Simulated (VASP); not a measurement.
The input files of a VASP run:

INCAR:
```
! general
SYSTEM  = AlAs
PREC    = Accurate
ENCUT   = 500
LREAL   = .FALSE.
LASPH   = .TRUE.

! electronic loop
EDIFF   = 1E-6
NELM    = 100
ALGO    = Normal
LMAXMIX = 4

! smearing
ISMEAR  = 1
SIGMA   = 0.1

! functional
GGA     = PS

! ions
IBRION  = 2
NSW     = 40
ISIF    = 3
EDIFFG  = -0.02

! output
LWAVE   = .FALSE.
LCHARG  = .FALSE.
```

**KPOINTS**
```
Regular mesh
0
Gamma
  12 12 12
0 0 0
```

POSCAR:
```
AlAs
1.0
  0.0000000000   2.6272898723   2.6272898723
  2.6272898723   0.0000000000   2.6272898723
  2.6272898723   2.6272898723   0.0000000000
Al As
1 1
direct
  1.0000000000   0.0000000000   1.0000000000
  0.5000000000   0.5000000000   0.5000000000
```

POTCAR, in this order: Al As (PBE.64 set). Program: vasp_std.

Q: Translate this PBEsol calculation to Ansatz.

A: One equivalent input (not run):
Ansatz 0.2 input:
```yaml
crystal:
  lattice:
    - [0.0000000, 2.6272899, 2.6272899]
    - [2.6272899, 0.0000000, 2.6272899]
    - [2.6272899, 2.6272899, 0.0000000]
  atoms:
    - { symbol: Al, position: [1.0000000, 0.0000000, 1.0000000] }
    - { symbol: As, position: [0.5000000, 0.5000000, 0.5000000] }
kpoints:
  mp_grid: { grid: [12, 12, 12] }
hamiltonian:
  xc: pbesol
  pseudopotentials: { kind: paw }
scf:
  occupations: { method: methfessel_paxton, width: 0.1 }
  max_iter: 100
relax:
  max_steps: 40
  f_tol: 0.02
  cell: {}
output: { forces: true, stress: true, eigenvalues: true }
```
The two are equivalent in intent, not identical: each code has its own PAW files, so the cut-off isn't converted (ENCUT is set for VASP's; basis.ecutwfc is left out, and Ansatz then takes the one that its files recommend); Ansatz stops its SCF on the density residual and VASP on the energy change (EDIFF).

The structure was generated: AlAs was put into the rock salt type (Fm-3m), which need not be its known phase. It was relaxed first.
